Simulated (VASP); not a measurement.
Method: PBE GGA with D3 dispersion (zero damping), VASP's PBE PAW potentials (set 64) (plane waves; VASP).

VASP ran on this input.

KPOINTS:
```
Automatic mesh
0
Gamma
11 11 11
0 0 0
```

INCAR:
```
ALGO = Normal
EDIFF = 1E-6
EDIFFG = -0.01
ENCUT = 520
GGA = PE
IBRION = 2
ISIF = 3
ISMEAR = 1
IVDW = 11
LASPH = T
LCHARG = F
LMAXMIX = 4
LREAL = F
LWAVE = F
NELM = 100
NSW = 60
PREC = Accurate
SIGMA = 0.1
SYSTEM = NiAl
```

File POSCAR:
```
NiAl
1.0
  2.8609649748   0.0000000000   0.0000000000
  0.0000000000   2.8609649748   0.0000000000
  0.0000000000   0.0000000000   2.8609649748
Al Ni
1 1
Cartesian
  1.4304824874   1.4304824874   1.4304824874
  0.0000000000   0.0000000000   0.0000000000
```

POTCAR, in this order: Al Ni (PBE.64 set). Program: vasp_std.

What VASP printed:

### OSZICAR
```
       N       E                     dE             d eps       ncg     rms          rms(c)
DAV:   1     0.397590654615E+02    0.39759E+02   -0.57126E+03  1128   0.137E+03
DAV:   2    -0.106776463369E+02   -0.50437E+02   -0.47879E+02  1120   0.207E+02
DAV:   3    -0.119576021244E+02   -0.12800E+01   -0.12656E+01  1360   0.423E+01
DAV:   4    -0.119767836526E+02   -0.19182E-01   -0.19174E-01  1310   0.455E+00
DAV:   5    -0.119773084681E+02   -0.52482E-03   -0.52481E-03  1288   0.758E-01    0.120E+01
DAV:   6    -0.137145484066E+02   -0.17372E+01   -0.57019E+01  1236   0.131E+02    0.153E+01
DAV:   7    -0.105392265978E+02    0.31753E+01   -0.16446E+01  1238   0.784E+01    0.108E+00
DAV:   8    -0.105340905258E+02    0.51361E-02   -0.39843E-01  1384   0.805E+00    0.104E+00
DAV:   9    -0.105202043660E+02    0.13886E-01   -0.58976E-02  1294   0.400E+00    0.187E-01
DAV:  10    -0.105198401263E+02    0.36424E-03   -0.16907E-03  1308   0.670E-01    0.781E-02
DAV:  11    -0.105198369176E+02    0.32087E-05   -0.43139E-05  1236   0.647E-02    0.290E-02
DAV:  12    -0.105198347301E+02    0.21875E-05   -0.64661E-06  1154   0.490E-02    0.321E-03
DAV:  13    -0.105198343771E+02    0.35297E-06   -0.17060E-07   568   0.466E-03
   1 F= -.11185494E+02 E0= -.11185274E+02  d E =-.111855E+02
```

### OUTCAR
```
------------------------ aborting loop because EDIFF is reached ----------------------------------------
 Edisp (eV)   -0.66566
  FORCE on cell =-STRESS in cart. coord.  units (eV):
  Direction    XX          YY          ZZ          XY          YZ          ZX
  --------------------------------------------------------------------------------------
  Total       0.00860     0.00860     0.00860    -0.00000    -0.00000    -0.00000
  in kB       0.58807     0.58807     0.58807    -0.00000    -0.00000    -0.00000
  external pressure =        0.59 kB  Pullay stress =        0.00 kB
  volume of cell :       23.42
      direct lattice vectors                 reciprocal lattice vectors
     2.860964975  0.000000000  0.000000000     0.349532416  0.000000000  0.000000000
     0.000000000  2.860964975  0.000000000     0.000000000  0.349532416  0.000000000
     0.000000000  0.000000000  2.860964975     0.000000000  0.000000000  0.349532416
 POSITION                                       TOTAL-FORCE (eV/Angst)
 -----------------------------------------------------------------------------------
      1.43048      1.43048      1.43048         0.000000      0.000000      0.000000
      0.00000      0.00000      0.00000         0.000000      0.000000      0.000000
 -----------------------------------------------------------------------------------
    total drift:                                0.000000      0.000000      0.000000
  FREE ENERGIE OF THE ION-ELECTRON SYSTEM (eV)
  ---------------------------------------------------
  free  energy   TOTEN  =       -11.1854941575 eV

  energy  without entropy=      -11.1848332423  energy(sigma->0) =      -11.18527385

 reached required accuracy - stopping structural energy minimisation
```
(Selected blocks of OUTCAR.)

The compound is NiAl in the CsCl type structure. It was relaxed first. The start is the result of an earlier pass. The run is not spin-polarised, so no magnetic state was tried. The electron count is odd and the run is not spin-polarised, which forces a metal.
